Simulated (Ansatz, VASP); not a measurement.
# One calculation of PIr, two programs

```
Ir P
1.0
     0.00000    2.59035    2.59035
     2.59035    0.00000    2.59035
     2.59035    2.59035    0.00000
Ir P
1 1
Direct
  0.00000 0.00000 0.00000
  0.25000 0.25000 0.25000
```

Alike in both runs: task single point; functional PBE; k mesh 12 × 12 × 12; occupations gaussian, width 0.05 eV; no spin polarisation.

```csv
,VASP,Ansatz
version,VASP 6.6.1,Ansatz 0.2.0
potentials or method,"VASP PAW PBE potentials, release 64 (Ir, P)","scalar-relativistic, plane waves, PAW"
plane-wave cutoff (eV),520,420
valence electrons in the cell,14,22
```

|  | VASP | Ansatz | Ansatz less VASP |
| --- | --- | --- | --- |
| gap on the k mesh at the Fermi level (eV) | none | none | - |
| pressure (GPa) | 8.1 | 7.5 | -0.58 |

A gap of «none» marks a metal or a gap that the smearing closes. The two sets of potentials don't hold the same shells in valence.

Spin-orbit coupling is left out, which matters for the levels of Ir.
